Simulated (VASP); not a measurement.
Input:

```
CELL_PARAMETERS angstrom
     -1.60204     1.60204     3.91115
      1.60204    -1.60204     3.91115
      1.60204     1.60204    -3.91115
ATOMIC_POSITIONS crystal
  Si 0.66579 0.66579 0.00000
  Si 0.33421 0.33421 0.00000
  W  0.00000 0.00000 0.00000
```

These are PBE GGA with D3 dispersion (zero damping), VASP's PBE PAW potentials (set 64) (plane waves; VASP) values and carry that method's errors. Run with 520 eV cut-off, 15×15×15 Γ-centred mesh, tetrahedra with Blöchl corrections, potentials Si W_sv.

Unless said otherwise, spin-orbit coupling is left out, though it shifts the bands of the heavy elements here.

Task: Estimate the energy per atom (σ→0), band gap (on the k-mesh) with the smallest direct gap where there is one.

Result: 
| Quantity | Value |
|---|---|
| band gap (on the k-mesh) | none (metal, semimetal or under 0.01 eV) |
| energy per atom (σ→0) | -8.655 eV/atom |

Only differences to runs with the same potentials and settings are physical.

The compound is WSi2 in the MoSi2 type structure. It was relaxed first.
